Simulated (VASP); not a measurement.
GaN:

```xyz
4
Lattice="3.1800 0.0000 0.0000 -1.5900 2.7540 0.0000 0.0000 0.0000 5.1660" Properties=species:S:1:pos:R:3 pbc="T T T"
Ga    0.0000    1.8360    0.0000
Ga    1.5900    0.9180    2.5830
N     0.0000    1.8360    1.9373
N     1.5900    0.9180    4.5203
```

```yaml
Program: VASP 6.6.1
Task: relaxation of cell and atoms
Functional: PBE
Potentials_or_basis: VASP PAW PBE potentials, release 64 (Ga_d, N)
Cutoff: 600 eV
k_mesh: 12 × 12 × 5
Occupations: gaussian, width 0.03 eV
Spin: no spin polarisation
```

At the start: pressure 7.2 GPa; volume 11.31 Å³/atom.

Problem. How do energy, volume and symmetry change on relaxing?

Solution. Over 5 steps the energy falls by 10.1 meV/atom and the volume is 11.75 Å³/atom (+3.9 %); space group P6_3mc (No. 186, to 0.05 Å).

Step by step:
| step | energy change (eV) | largest force (eV/Å) | pressure (GPa) | volume (Å³) |
| --- | --- | --- | --- | --- |
| 1 | 0.0000 | 0.1346 | 7.17 | 45.24 |
| 2 | -0.0118 | 0.0620 | -5.27 | 48.64 |
| 3 | -0.0402 | 0.0105 | -0.03 | 47.03 |
| 4 | -0.0402 | 0.0127 | 0.13 | 47.00 |
| 5 | -0.0403 | 0.0073 | 0.09 | 47.00 |

Final structure:
```xyz
4
Lattice="3.2171 0.0000 0.0000 -1.6086 2.7861 0.0000 0.0000 0.0000 5.2435" Properties=species:S:1:pos:R:3 pbc="T T T"
Ga    0.0000    1.8574    5.2395
Ga    1.6086    0.9287    2.6178
N     0.0000    1.8574    1.9703
N     1.6086    0.9287    4.5920
```
